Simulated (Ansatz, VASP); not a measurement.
# Cs2LiP in two plane-wave programs

Aim: how closely do two programs agree when they are given the same cell, functional and k mesh? The cell is generated by rule, not measured, and may not be a known phase. The cell is taken from a series of VASP runs on this material, whose earlier steps may have relaxed, scaled or displaced it; both programs get it as it stands.

Main program and level: Ansatz 0.2.0; plane waves, with VASP 6.6.1 beside it; band structure at revPBE with D3(BJ), band structure at r2SCAN and single point at revPBE with D3(BJ).

## Step 1: Starting point

The structure is triclinic, space group P1 (No. 1). Conventional cell: a = 4.648 Å, b = 6.074 Å, c = 6.086 Å, α = 119.89°, β = 90.01°, γ = 90.19°. Nearest to Cs lie 3 P at 3.69 to 3.70 Å and 3 Li at 3.70 to 3.71 Å. Nearest to Cs lie 3 P at 3.67 to 3.69 Å and 3 Li at 3.71 to 3.72 Å. Nearest to Li lie 2 P at 2.32 to 2.33 Å and 6 Cs at 3.70 to 3.72 Å. Nearest to P lie 2 Li at 2.32 to 2.33 Å and 6 Cs at 3.67 to 3.70 Å. Farther neighbours are not listed.

## Step 2: Ansatz: band structure, revPBE with D3(BJ)

Ansatz runs on its default PAW (the set named soft_2) files.

Levels along a path test the potential and the projectors away from the mesh points.

Contents of input.yaml:

```yaml
crystal:
  lattice:
    - [4.1044531854, -4.3064394911, 1.226841411]
    - [3.3664888358, 3.203721993, 0.0582207037]
    - [1.2816001304, -1.421422738, 5.7819633365]
  atoms:
    - { symbol: Cs, position: [0.0847142068, 0.132206817, 0.0841663233] }
    - { symbol: Cs, position: [0.4177081829, 0.613906097, 0.4175290673] }
    - { symbol: Li, position: [0.751553625, 0.8772127099, 0.7506768217] }
    - { symbol: P, position: [0.7507589851, 0.376911376, 0.7509927879] }
hamiltonian:
  xc: revpbe
  pseudopotentials: { kind: paw }
  dispersion: d3bj
kpoints:
  mp_grid: { grid: [4, 4, 4] }
  band_path:
    path:
      - [0.0, 0.5, 0.0]
      - [0.0, 0.4, 0.0]
      - [0.0, 0.26667, 0.0]
      - [0.0, 0.13333, 0.0]
      - [0.0, 0.0, 0.0]
      - [0.0, 0.0, 0.1]
      - [0.0, 0.0, 0.2]
      - [0.0, 0.0, 0.33333]
      - [0.0, 0.0, 0.46667]
      - [0.0, 0.5, 0.5]
      - [0.0, 0.43333, 0.43333]
      - [0.0, 0.3, 0.3]
      - [0.0, 0.16667, 0.16667]
      - [0.0, 0.06667, 0.06667]
      - [0.03333, 0.0, 0.0]
      - [0.16667, 0.0, 0.0]
      - [0.3, 0.0, 0.0]
      - [0.43333, 0.0, 0.0]
      - [0.46667, 0.46667, 0.0]
      - [0.36667, 0.36667, 0.0]
      - [0.23333, 0.23333, 0.0]
      - [0.1, 0.1, 0.0]
      - [0.0, 0.0, 0.0]
      - [0.13333, 0.0, 0.13333]
      - [0.26667, 0.0, 0.26667]
      - [0.36667, 0.0, 0.36667]
      - [0.5, 0.0, 0.5]
      - [0.4, 0.4, 0.4]
      - [0.26667, 0.26667, 0.26667]
      - [0.13333, 0.13333, 0.13333]
      - [0.0, 0.0, 0.0]
    npoints: 1
scf:
  occupations: { method: gaussian, width: 0.05 }
  n_extra_bands: 8
output:
  forces: true
  stress: true
  eigenvalues: true
```

Started as:

```sh
> ansatz run input.yaml --threads 2 --pin off --max-ram 4608MiB --backend cpu --events-out ev --progress --plain --runs-dir out
```

Numbers of over 12 decimals in the logs are rounded to 6 here.

Output:

```text
scf.n_extra_bands = 8 over 13 filled bands (N_el = 26.0): the run solves 21 bands
Engine: ansatz 0.2.0, x86_64-unknown-linux-gnu
Pseudopotentials: kind: paw
Pseudopotential: Cs, paw, valence charge 9, recommended cutoff 420 eV (normal), Cs.paw.azcp
Pseudopotential: Li, paw, valence charge 3, recommended cutoff 420 eV (normal), Li.paw.azcp
Pseudopotential: P, paw, valence charge 5, recommended cutoff 420 eV (normal), P.paw.azcp
Functional definition: revPBE
  parameter kappa = 1.245
  parameter beta = 0.066725
  exchange = pbe_x(kappa = kappa, mu = beta*pi^2/3)
  correlation = pbe_c(beta = beta)
Crystal: 4 atoms, lattice volume = 148.965 Å³
Basis set: ecut = 420 eV, 2911 PW (Γ), exchange–correlation on 90×64×90 points (8 copies of the dense FFT grid, shifted against one another)
Bands: 21, of which v1, the nominal top of the filled ones, is band 13 counted from 1 (12 counted from 0)
Symmetry: 1 space group operations
Space group: P1 (ITA 1), of the structure as read, at distance tolerance 5.3e-5 Å
k-points: 36 of 64 (time reversal used)
Non-local potential: Cs, projectors of the file, l = 0: 3, l = 1: 2, l = 2: 2, l = 3: 2
Non-local potential: Li, projectors of the file, l = 0: 3, l = 1: 2, l = 2: 1
Non-local potential: P, projectors of the file, l = 0: 2, l = 1: 2, l = 2: 2
PAW form: soft (Blöchl's): semilocal exchange-correlation on the pseudo side does not see the compensation charge
PAW frozen core: Cs, regenerated for the run's functional, and the local potential with it (the file was generated under x = pbe(κ = 0.804, μ = 0.219515), c = pbe(β = 0.066725))
PAW frozen core: P, regenerated for the run's functional, and the local potential with it (the file was generated under x = pbe(κ = 0.804, μ = 0.219515), c = pbe(β = 0.066725))
PAW one-centre angular grid: Cs, 194 points (default); XC on 64 Gauss nodes
PAW one-centre angular grid: Li, 110 points (default); XC on 64 Gauss nodes
PAW one-centre angular grid: P, 110 points (default); XC on 64 Gauss nodes
Initial density: superposition of atomic densities (neutral atoms: chi_scale 0, normalization atom), corrected by the library's trained network
Initial wavefunctions: pseudopotential atomic-orbital guess
Functional: x = revpbe(κ = 1.245, μ = 0.219515), c = pbe(β = 0.066725)
SCF iter   1: F=—  HF=-12321.235828 eV  |F-HF|=—  |Δ(HF+E_count)|=         —  Δρ=2.15e-3  dr2=1.14e-2  ethr=1.77e-3  ⟨swp⟩=8.3  Hψ=4891  notcnv=0  defer=4
preconditioner: auto → Resta (q_TF=auto, 2.040 Å⁻¹)  ε∞=2.8  [insulator: Δε(μ)=0.898 eV  Ē_g=10.183 eV  σ=0.050 eV  W_gap=1.00  n_scr=20 (ndim 8)  ℏωp=13.6 eV  f_vac=0.000  D(μ)=0.00/eV (n_scr^D=0)  ε∞_Penn≈2.8]
SCF iter   2: F=—  HF=-12321.234980 eV  |F-HF|=—  |Δ(HF+E_count)|=   8.48e-4  Δρ=1.05e-3  dr2=1.86e-3  ethr=4.40e-5  ⟨swp⟩=2.6  Hψ=1552  notcnv=0  defer=32
SCF iter   3: F=—  HF=-12321.234774 eV  |F-HF|=—  |Δ(HF+E_count)|=   2.06e-4  Δρ=4.92e-4  dr2=4.50e-4  ethr=7.16e-6  ⟨swp⟩=2.9  Hψ=1177  notcnv=0  defer=32
SCF iter   4: F=—  HF=-12321.234845 eV  |F-HF|=—  |Δ(HF+E_count)|=   7.15e-5  Δρ=1.04e-4  dr2=2.49e-5  ethr=1.73e-6  ⟨swp⟩=2.2  Hψ=1053  notcnv=0  defer=32
SCF iter   5: F=—  HF=-12321.234825 eV  |F-HF|=—  |Δ(HF+E_count)|=   2.04e-5  Δρ=3.73e-5  dr2=6.09e-6  ethr=9.56e-8  ⟨swp⟩=2.0  Hψ=1047  notcnv=0  defer=32
SCF iter   6: F=—  HF=-12321.234828 eV  |F-HF|=—  |Δ(HF+E_count)|=   3.48e-6  Δρ=7.73e-6  dr2=1.71e-7  ethr=2.34e-8  ⟨swp⟩=2.1  Hψ=1056  notcnv=0  defer=32
SCF iter   7: F=-12321.234829 eV  HF=-12321.234829 eV  |F-HF|=1.85e-8  |Δ(HF+E_count)|=   3.64e-7  Δρ=1.90e-6  dr2=7.91e-9  ethr=3.85e-10  ⟨swp⟩=10.9  Hψ=4152  notcnv=0
SCF 1 converged in 7 iterations: F = -12321.234829 eV  dr2 = 7.91e-9
  greatest PAW one-centre occupation: 1.000 electrons in one spin orbital (limit 2), on the Li atom at site 2 (counted from 0), in its partial waves of l = 0
NSCF: frozen V_eff on 31 k-points
SCF converged after 7 iterations
Free energy (F): -12321.234829 eV
Harris-Foulkes:  -12321.234829 eV  (|F-HF|=1.85e-8)
Internal energy: -12321.234829 eV  (E = F + TS)
E sigma→0 (E₀):  -12321.234829 eV
Fermi energy:    5.323805 eV
--- Per-component energies (eV) ---
  E_band       = -184.638073
  E_kinetic    = 377.274006
  E_local      = -685.860502  (includes V_loc(G=0)·N_el)
  E_nonlocal   = 59.710753
  E_hartree    = 226.523708
  E_xc         = -422.399671
  E_vxc        = -328.362751  (∫ρ·V_xc dr)
  E_paw        = -10739.172155  (= ΣΔE_a)
  E_vpaw       = -60.447022  (= ΣTr[D̂ρ^β])
  E_aug_tail   = 0.000013  (compensation charges beyond the density's cutoff)
  E_ewald      = -1135.779656
  E_disp       = -1.434180  (pairwise vdW)
  E_core_change = -0.097145  (= ΣΔE_core)
  E_smearing   = -0.000000  (= −TS)
  E_closure    = -0.000000  (closes the sum)
  Σ components = -12321.234829   (vs F -12321.234829, Δ=0.00e0)
--- Forces (eV/Å), atoms counted from 1 ---
  atom   1  Cs     0.00063017     0.00119623     0.00158528
  atom   2  Cs     0.00376663     0.00391100    -0.00196294
  atom   3  Li    -0.00915981    -0.00437428     0.00069074
  atom   4  P      0.00476414    -0.00073346    -0.00031222
  max |Σ_I F_I| component: 1.13e-6 eV/Å
--- Stress (GPa, compression-positive) ---
       -0.056050      -0.040018      -0.003613
       -0.040009      -0.038633      -0.013772
       -0.003617      -0.013776      -0.059660
  P = ⅓ Tr σ = -0.0514 GPa (-0.514 kbar)
--- Band table (eV; the first three rows and the last of 36) ---
  k-point 0: bands = [... 9 lower, -2.9040, 4.0523, 4.2767, 4.2830, 5.7536, 7.1560, 8.9803, 8.9906, ... 4 higher]
  k-point 1: bands = [... 9 lower, -2.7005, 3.9479, 4.1699, 4.4443, 6.7025, 6.8346, 8.2183, 8.5923, ... 4 higher]
  k-point 2: bands = [... 9 lower, -2.5827, 3.9284, 4.3161, 4.6249, 6.5099, 7.4096, 7.7602, 8.4434, ... 4 higher]
  k-point 35: bands = [... 9 lower, -2.6581, 3.7014, 4.7430, 4.8893, 6.7450, 7.3197, 8.3798, 8.5320, ... 4 higher]
```

Run time: 6.1 s. Hardware: 2 threads of Intel Xeon Platinum 8375C at 2.90GHz (Ice Lake), shared host; peak memory 0.49 GiB; 12 s of CPU time.

Reading the cycles: dr2 is the Hartree energy of the density residual (eV), the measure of convergence; HF is the Harris–Foulkes estimate of the energy, which meets the free energy F at convergence.

## Step 3: VASP: band structure, revPBE with D3(BJ)

The same cell, functional, mesh and smearing now go to VASP, with its own data sets and cutoff.

Lines of VASP's logs that name or quote its potential files are left out, and so is its time.

Contents of INCAR:

```
SYSTEM = Cs2LiP
PREC = Accurate
ENCUT = 650
EDIFF = 1E-06
NELM = 100
ISMEAR = 0
SIGMA = 0.05
LREAL = .FALSE.
ALGO = Normal
GGA = RE
IVDW = 12
NBANDS = 27
LORBIT = 11
LWAVE = .FALSE.
LCHARG = .FALSE.
KPAR = 2
```

Contents of POSCAR:

```
Cs2LiP
1.0
    4.1044531854     -4.3064394911      1.2268414110
    3.3664888358      3.2037219930      0.0582207037
    1.2816001304     -1.4214227380      5.7819633365
Cs Li P
2 1 1
Direct
    0.0847142068      0.1322068170      0.0841663233
    0.4177081829      0.6139060970      0.4175290673
    0.7515536250      0.8772127099      0.7506768217
    0.7507589851      0.3769113760      0.7509927879
```

Contents of KPOINTS:

```
Automatic mesh
0
Gamma
4 4 4
0 0 0
```

Contents of KPOINTS_OPT:

```
Line mode
16
Line-mode
Reciprocal
  0.00000000   0.50000000   0.00000000 X
  0.00000000   0.00000000   0.00000000 GAMMA

  0.00000000   0.00000000   0.00000000 GAMMA
  0.00000000   0.00000000   0.50000000 Y

  0.00000000   0.50000000   0.50000000 L
  0.00000000   0.00000000   0.00000000 GAMMA

  0.00000000   0.00000000   0.00000000 GAMMA
  0.50000000   0.00000000   0.00000000 Z

  0.50000000   0.50000000   0.00000000 N
  0.00000000   0.00000000   0.00000000 GAMMA

  0.00000000   0.00000000   0.00000000 GAMMA
  0.50000000   0.00000000   0.50000000 M

  0.50000000   0.50000000   0.50000000 R
  0.00000000   0.00000000   0.00000000 GAMMA
```

The projector-augmented-wave data sets are Cs_sv, Li_sv and P (PBE family, release 64).

Started as:

```sh
> mpirun -np 2 vasp_std
```

Output:

```text
[banner, memory and clock lines left out]
running    2 mpi-ranks, on    1 nodes
 distrk:  each k-point on    1 cores,    2 groups
 distr:  one band on    1 cores,    1 groups

 POSCAR found type information on POSCAR CsLiP
 POSCAR found :  3 types and       4 ions
|                                                                             |
|               ----> ADVICE to this user running VASP <----                  |
|                                                                             |
|     You enforced a specific xc type in the INCAR file but a different       |
|     [... a line on the potential file left out ...]
|     I HOPE YOU KNOW WHAT YOU ARE DOING!                                     |
|                                                                             |

 LDA part: xc-table for (Slater+PW92), standard interpolation
 POSCAR, INCAR and KPOINTS ok, starting setup
 FFT: planning ... GRIDC
 FFT: planning ... GRID_SOFT
 FFT: planning ... GRID
 WAVECAR not read
 entering main loop
       N       E                     dE             d eps       ncg     rms          rms(c)
DAV:   1     0.169139405963E+03    0.16914E+03   -0.11326E+04  1944   0.970E+02
DAV:   2     0.691873215829E+01   -0.16222E+03   -0.15358E+03  2402   0.180E+02
DAV:   3    -0.113148986223E+02   -0.18234E+02   -0.18140E+02  3077   0.568E+01
DAV:   4    -0.122158130006E+02   -0.90091E+00   -0.89444E+00  3053   0.994E+00
DAV:   5    -0.122629113001E+02   -0.47098E-01   -0.47096E-01  2722   0.161E+00    0.510E+00
DAV:   6    -0.982573397658E+01    0.24372E+01   -0.41958E+00  2383   0.513E+00    0.264E+00
DAV:   7    -0.962568064510E+01    0.20005E+00   -0.12964E+00  2624   0.317E+00    0.165E+00
DAV:   8    -0.962753655080E+01   -0.18559E-02   -0.34843E-01  2453   0.155E+00    0.607E-01
DAV:   9    -0.960080532105E+01    0.26731E-01   -0.16639E-01  2744   0.117E+00    0.491E-01
DAV:  10    -0.959947140975E+01    0.13339E-02   -0.18584E-02  2427   0.474E-01    0.161E-01
DAV:  11    -0.960113280236E+01   -0.16614E-02   -0.49553E-03  2286   0.248E-01    0.908E-02
DAV:  12    -0.960071328215E+01    0.41952E-03   -0.30490E-03  2528   0.170E-01    0.765E-02
DAV:  13    -0.960068572850E+01    0.27554E-04   -0.51711E-04  2303   0.734E-02    0.112E-02
DAV:  14    -0.960068897766E+01   -0.32492E-05   -0.40049E-05  2429   0.225E-02    0.734E-03
DAV:  15    -0.960068917883E+01   -0.20117E-06   -0.67928E-06  2319   0.891E-03
   1 F= -.11034526E+02 E0= -.11034526E+02  d E =-.907830E-28
 Start KPOINTS_OPT (optional k-point list driver)
k-point batch [1-36\112]
       N       E                     dE             ncg
DAV:   1    -0.290413808120E+04   -0.15061E+05     1944
DAV:   2    -0.871197445155E+04   -0.58078E+04     2372
DAV:   3    -0.935549867804E+04   -0.64352E+03     2900
DAV:   4    -0.940253577418E+04   -0.47037E+02     3248
DAV:   5    -0.940432651531E+04   -0.17907E+01     2554
DAV:   6    -0.940435232375E+04   -0.25808E-01     2712
DAV:   7    -0.940435301789E+04   -0.69414E-03     2581
DAV:   8    -0.940435303024E+04   -0.12353E-04     2637
DAV:   9    -0.940435303056E+04   -0.31519E-06     1716
[...]
k-point batch [109-112\112]
       N       E                     dE             ncg
DAV:   1     0.113330452578E+05   -0.51146E+03      216
DAV:   2     0.106911243577E+05   -0.64192E+03      268
DAV:   3     0.106202598698E+05   -0.70864E+02      320
DAV:   4     0.106147491423E+05   -0.55107E+01      376
DAV:   5     0.106146039321E+05   -0.14521E+00      263
DAV:   6     0.106146003805E+05   -0.35515E-02      288
DAV:   7     0.106146003373E+05   -0.43263E-04      257
DAV:   8     0.106146003360E+05   -0.12561E-05      280
DAV:   9     0.106146003360E+05   -0.15652E-07      191
```

Parts of OUTCAR (step 3):

```text
ion  position               nearest neighbor table
   1  0.085  0.132  0.084-
   2  0.418  0.614  0.418-
   3  0.752  0.877  0.751-   4 2.32   4 2.33
   4  0.751  0.377  0.751-   3 2.32   3 2.33

  LATTYP: Found a triclinic cell.
 ALAT       =     6.0904877899
 B/A-ratio  =     0.9992842013
 C/A-ratio  =     0.7630966326
 COS(alpha) =     0.0001729024
 COS(beta)  =     0.0034366585
 COS(gamma) =     0.5022986689

 Subroutine GETGRP returns: Found  1 space group operations
 (whereof  1 operations were pure point group operations)

The static configuration has the point symmetry C_1 .

 Found     36 irreducible k-points:

   k-points           NKPTS =     36   k-points in BZ     NKDIM =     36   number of bands    NBANDS=     27

   dimension x,y,z NGX =    54 NGY =   40 NGZ =   54
   dimension x,y,z NGXF=   108 NGYF=   80 NGZF=  108

   ENCUT  =  650.0 eV  47.77 Ry    6.91 a.u.  12.63  9.66 12.66*2*pi/ulx,y,z

   NELECT =      26.0000    total number of electrons

 k-points in reciprocal lattice and weights: Automatic mesh
   0.00000000  0.00000000  0.00000000       0.016
   0.25000000  0.00000000  0.00000000       0.031
   0.50000000  0.00000000  0.00000000       0.016
   0.00000000  0.25000000 -0.00000000       0.031
   0.25000000  0.25000000  0.00000000       0.031
   0.50000000  0.25000000  0.00000000       0.031
  -0.25000000  0.25000000 -0.00000000       0.031
   0.00000000  0.50000000 -0.00000000       0.016
   0.25000000  0.50000000  0.00000000       0.031
[...]
0.25000000  0.50000000  0.50000000       0.031
   0.50000000  0.50000000  0.50000000       0.016

 average (electrostatic) potential at core
       1 -50.2991       2 -50.2843       3 -62.5864       4 -84.6016

 E-fermi :   2.3490

 k-point     1 :       0.0000    0.0000    0.0000
  band No.  band energies     occupation
    ...
      9      -7.1027      2.00000
     10      -5.8308      2.00000
     11       1.1330      2.00000
     12       1.3485      2.00000
     13       1.3548      2.00000
     14       2.8255      0.00000
     15       4.2366      0.00000
     16       6.0727      0.00000
     17       6.0827      0.00000
     18       6.2885      0.00000
    ...

 k-point     2 :       0.2500    0.0000    0.0000
  band No.  band energies     occupation
    ...
      9      -7.0417      2.00000
     10      -5.6267      2.00000
     11       1.0220      2.00000
     12       1.2538      2.00000
     13       1.5153      2.00000
     14       3.7800      0.00000
     15       3.9087      0.00000
     16       5.3106      0.00000
     17       5.6696      0.00000
     18       6.2246      0.00000
    ...

 k-point     3 :       0.5000    0.0000    0.0000
  band No.  band energies     occupation
    ...
      9      -6.9904      2.00000
     10      -5.5107      2.00000
     11       1.0078      2.00000
     12       1.4031      2.00000
     13       1.7011      2.00000
     14       3.5821      0.00000
     15       4.4780      0.00000
     16       4.8453      0.00000
     17       5.5120      0.00000
     18       5.8850      0.00000
    ...

 Edisp (eV)   -1.43384

  Total      -0.00795     0.00644    -0.02900    -0.02081    -0.01277    -0.00308
  in kB      -0.08550     0.06924    -0.31188    -0.22385    -0.13737    -0.03315
  external pressure =       -0.11 kB  Pullay stress =        0.00 kB

  energy-cutoff  :      650.00
  volume of cell :      148.96
      direct lattice vectors                 reciprocal lattice vectors
     4.104453185 -4.306439491  1.226841411     0.124905628 -0.130166866 -0.059685818
     3.366488836  3.203721993  0.058220704     0.155444731  0.148756330  0.002114791
     1.281600130 -1.421422738  5.781963336    -0.028068234  0.026121474  0.185594727

 POSITION                                       TOTAL-FORCE (eV/Angst)
 -----------------------------------------------------------------------------------
      0.90065     -0.06090      0.59827        -0.002475     -0.001720      0.001680
      4.31628     -0.42554      2.96234         0.006928      0.006894     -0.001991
      6.99991     -1.49320      5.31349        -0.009256     -0.004536      0.000672
      5.31280     -3.09306      5.28522         0.004803     -0.000638     -0.000362
 -----------------------------------------------------------------------------------
    total drift:                                0.000130     -0.000195      0.000120

  FREE ENERGIE OF THE ION-ELECTRON SYSTEM (eV)
  ---------------------------------------------------
  free  energy   TOTEN  =       -11.0345255953 eV

  energy  without entropy=      -11.0345255953  energy(sigma->0) =      -11.03452560

 total charge
# of ion       s       p       d       tot
------------------------------------------
    1        1.844   4.693   0.053   6.589
    2        1.844   4.693   0.053   6.590
    3        2.039   0.064   0.000   2.103
    4        1.029   1.450   0.000   2.479
--------------------------------------------------
tot          6.755  10.900   0.106  17.761

[... 3 further parts left out ...]
```

Within 0.02 Å the cell has space group Cm; at a tight tolerance a small distortion makes it P1.

## Step 4: Comparison

Known differences besides the potentials themselves: the cutoff is 420 eV in Ansatz and 650 eV in VASP; Ansatz makes its cores anew for this functional, VASP keeps those of its PBE data sets; VASP leaves aspherical gradient terms in its spheres out (LASPH is not set), Ansatz keeps them. Total energies have different zeros and are not compared.

The two programs side by side:

| quantity | Ansatz | VASP | difference |
| --- | --- | --- | --- |
| pressure (GPa) | -0.05 | -0.01 | -0.04 |
| gap over the path points (eV) | 0.862 | 0.856 | +0.006 |

Levels at points of the path, from each program's valence-band top (eV; 4 filled, then empty):

| k (reciprocal lattice) | Ansatz | VASP |
| --- | --- | --- |
| 0.000 0.500 0.000 | -7.73 -1.28 -0.40 -0.40 1.63 1.64 3.75 | -7.73 -1.28 -0.41 -0.40 1.62 1.63 3.75 |
| 0.000 0.400 0.000 | -7.73 -1.25 -0.43 -0.43 1.78 1.78 3.21 | -7.73 -1.25 -0.44 -0.43 1.77 1.78 3.21 |
| 0.000 0.267 0.000 | -7.75 -1.13 -0.52 -0.51 2.12 2.36 2.36 | -7.75 -1.12 -0.52 -0.52 2.12 2.36 2.37 |
| 0.000 0.133 0.000 | -7.78 -0.95 -0.59 -0.58 1.23 2.54 3.25 | -7.78 -0.94 -0.60 -0.59 1.22 2.54 3.26 |
| 0.000 0.000 0.000 | -7.80 -0.84 -0.61 -0.61 0.86 2.26 4.09 | -7.80 -0.84 -0.62 -0.61 0.86 2.27 4.10 |
| 0.000 0.000 0.100 | -7.75 -0.82 -0.72 -0.58 1.08 2.19 3.95 | -7.75 -0.82 -0.73 -0.58 1.07 2.19 3.97 |
| 0.000 0.000 0.200 | -7.64 -0.89 -0.76 -0.50 1.55 2.03 3.52 | -7.65 -0.90 -0.75 -0.50 1.55 2.03 3.54 |
| 0.000 0.000 0.333 | -7.53 -0.98 -0.66 -0.36 1.79 2.19 3.07 | -7.53 -0.99 -0.65 -0.36 1.79 2.19 3.08 |
| 0.000 0.000 0.467 | -7.48 -0.96 -0.58 -0.27 1.63 2.50 2.88 | -7.48 -0.97 -0.57 -0.27 1.62 2.50 2.88 |
| 0.000 0.500 0.500 | -7.55 -1.19 -0.15 0.00 1.86 2.43 3.47 | -7.56 -1.19 -0.16 0.00 1.85 2.43 3.48 |

At this near-relaxed geometry the largest component of a force difference is 3 meV/Å. Among the levels compared at these points, filled levels agree within 7 meV and empty ones within 20 meV.

[end of part 1 of 2]

[Lines on the potential files, build, host, timing and source positions are cut from VASP's logs without a mark.]

[Logs are printed without paths, hosts, clocks, repeated set-up lines and the standing remarks that a program may print on its own settings, such as how far it seeks lower states.]

[Hosts, paths, dates, database ids (printed as entryN), source tags and the programs' standing remarks are cut or masked in the printed files.]
